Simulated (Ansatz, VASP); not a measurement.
# Hf2Pd2Se2Br2O3 in VASP and in Ansatz

Contents of INCAR:

```
SYSTEM = Hf2Pd2Se2Br2O3
PREC = Accurate
ENCUT = 520
EDIFF = 1E-7
ISMEAR = -1
SIGMA = 0.05
LREAL = .False.
LASPH = .True.
NELM = 80
ALGO = Normal
ISIF = 2
LWAVE = .False.
LCHARG = .False.
GGA = PE
NBANDS = 53
KPAR = 4
```

Contents of KPOINTS:

```
Automatic mesh
0
Gamma
  6 6 3
  0 0 0
```

Contents of POSCAR:

```
Hf2Pd2Se2Br2O3
1.0
    5.6414266042      0.0000000000      0.0000000000
   -2.8207084042      4.8856171462      0.0000000000
    0.0000000000      0.0000000000      8.3514319823
Hf Pd Se Br O
2 2 2 2 3
Direct
    0.3333300000      0.6666700000      0.5420100000
    0.6666700000      0.3333300000      0.5420100000
    0.3333300000      0.6666700000      0.1288000000
    0.6666700000      0.3333300000      0.1288000000
    0.3333300000      0.6666700000      0.8557200000
    0.6666700000      0.3333300000      0.8557200000
    0.0000000000      0.0000000000      0.1389500000
    0.0000000000      0.0000000000      0.6538400000
    0.5000000000      0.0000000000      0.4296300000
    0.0000000000      0.5000000000      0.4296300000
    0.5000000000      0.5000000000      0.4296300000
```

Contents of input.yaml:

```yaml
crystal:
  lattice:
    - [5.6414266042, 0.0, 0.0]
    - [-2.8207084042, 4.8856171462, 0.0]
    - [0.0, 0.0, 8.3514319823]
  atoms:
    - { symbol: Hf, position: [0.33333, 0.66667, 0.54201] }
    - { symbol: Hf, position: [0.66667, 0.33333, 0.54201] }
    - { symbol: Pd, position: [0.33333, 0.66667, 0.1288] }
    - { symbol: Pd, position: [0.66667, 0.33333, 0.1288] }
    - { symbol: Se, position: [0.33333, 0.66667, 0.85572] }
    - { symbol: Se, position: [0.66667, 0.33333, 0.85572] }
    - { symbol: Br, position: [0.0, 0.0, 0.13895] }
    - { symbol: Br, position: [0.0, 0.0, 0.65384] }
    - { symbol: O, position: [0.5, 0.0, 0.42963] }
    - { symbol: O, position: [0.0, 0.5, 0.42963] }
    - { symbol: O, position: [0.5, 0.5, 0.42963] }
hamiltonian:
  xc: pbe
  pseudopotentials: { kind: paw }
kpoints:
  mp_grid: { grid: [6, 6, 3] }
scf:
  occupations: { method: fermi_dirac, width: 0.05 }
output:
  forces: true
  stress: true
  eigenvalues: true
```

Change from the starting cell: volume scaled by 0.94.

Alike in both runs: task single point; functional PBE; k mesh 6 × 6 × 3; occupations fermi-dirac, width 0.05 eV; no spin polarisation.

|  | VASP | Ansatz |
| --- | --- | --- |
| version | VASP 6.6.1 | Ansatz 0.2.0 |
| potentials or method | VASP PAW PBE potentials, release 64 (Hf_pv, Pd, Se, Br, O) | Ansatz PAW |
| plane-wave cutoff (eV) | 520 | 420 |
| valence electrons in the cell | 84 | 152 |

```tsv
	VASP	Ansatz	Ansatz less VASP
gap on the k mesh at the Fermi level (eV)	none	none	-
pressure (GPa)	5.0	5.4	+0.40
largest component of the traceless stress (GPa)	0.73	0.67	-0.058
rms of the force components (eV/Å)	0.436	0.488	+0.0517
```

Atom by atom the forces differ by 0.058 eV/Å (rms over components). A gap of «none» marks a metal or a gap that the smearing closes. The functional is the same, so the differences come from potentials, cutoffs and numerics. The two sets of potentials don't hold the same shells in valence.

Caveats: forces of over 1 eV/Å show positions far from the minimum, so gaps and moduli don't describe the material at rest. Spin-orbit coupling is left out, which matters for the levels of Hf.
